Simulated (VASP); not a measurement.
Write the native input for VASP 6.6.1 that does the following.

| Property | Result |
| --- | --- |
| Task | single point |
| Functional | PBE |
| Potentials or basis | VASP PAW PBE potentials, release 64 (Ir, Lu, Si) |
| Cutoff | 520 eV |
| k mesh | 3 × 3 × 3 |
| Occupations | methfessel-paxton, width 0.15 eV |
| Spin | no spin polarisation |
| Dipole correction | no |
| Further INCAR settings | ALGO = Fast; EDIFF = 1e-06; NBANDS = 88 |

The structure of LuSiIr lies in POSCAR:

```
LuSiIr
1.0
    6.0521710000     -0.2514630000      0.9582240000
    0.2625000000      6.4500080000     -0.2285960000
    0.3667960000      0.0841890000      5.6920900000
Ir Lu Si
4 4 4
Direct
    0.0872612655      0.6597587655      0.5022825317
    0.0341741974      0.9211811426      0.1276509662
    0.3722808271      0.6741422499      0.0202276841
    0.6731284352      0.4700480073      0.7266327961
    0.6546990560      0.7333564166      0.3992663495
    0.0015567784      0.5214790355      0.9446664194
    0.7752774646      0.2172513453      0.3618843545
    0.4212694911      0.1872929904      0.8631816945
    0.7480512255      0.8851797630      0.9286207554
    0.3014520635     -0.0019892682      0.4040413379
    0.3661893019      0.4419480548      0.3007349111
    0.0110849318      0.0933340258      0.7315235594
```

The cell was built by a generator and needn't be a form met in nature.

These files were run (other wordings do the same):

INCAR

```
SYSTEM = LuSiIr
ALGO = Fast
EDIFF = 1E-6
ENCUT = 520
GGA = PE
ISIF = 2
ISMEAR = 1
LASPH = .TRUE.
LCHARG = .FALSE.
LREAL = .FALSE.
LWAVE = .FALSE.
NBANDS = 88
NELM = 100
PREC = Accurate
SIGMA = 0.15
```

KPOINTS

```
k-points
0
G
  3 3 3
  0 0 0
```

Potentials or basis: VASP PAW PBE potentials, release 64 (Ir, Lu, Si).

The run is started by

```sh
$ cat potpaw_PBE.64/Ir/POTCAR potpaw_PBE.64/Lu/POTCAR potpaw_PBE.64/Si/POTCAR > POTCAR
$ mpirun -np 1 vasp_std > vasp.out
```

It gave:

```json
{
 "Pressure": "12.8 GPa",
 "Largest force": "3.673 eV/Å",
 "Band gap on the k mesh": "none (metal or under the smearing width)"
}
```

Caveat: the k mesh is coarse (spacing up to 0.38 Å⁻¹), so the values aren't converged.

It took 30 min on 1 thread of Intel(R) Xeon(R) Platinum 8488C (Sapphire Rapids), on a shared host, peak memory 0.45 GiB.
